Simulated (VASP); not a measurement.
Energy against volume of HgTe (zinc blende). Method: rev-vdW-DF2, VASP's PBE PAW potentials (set 64) (plane waves; VASP). Numerical set-up: 520 eV cut-off, 10×10×10 Γ-centred mesh, first-order Methfessel-Paxton smearing of 0.10 eV, potentials Hg Te.

```tsv
V (Å³/atom)	E (eV/atom)
34.793	0.25670
35.869	0.25261
36.945	0.25611
38.021	0.26594
```

Question: Fit these four points and predict the energy of the run at 33.717 Å³/atom.

Answer: A cubic in V^(−2/3), the third-order Birch-Murnaghan form, passes through the four points with V0 = 35.88 Å³/atom and B0 = 38 GPa, and gives 0.2699 eV/atom there. The run gave 0.2700 eV/atom, +0.1 meV/atom from the fit; all five points give B0 = 38 GPa.

The compound is HgTe in the zinc blende structure. It was relaxed first, which changed the volume by +6 %.
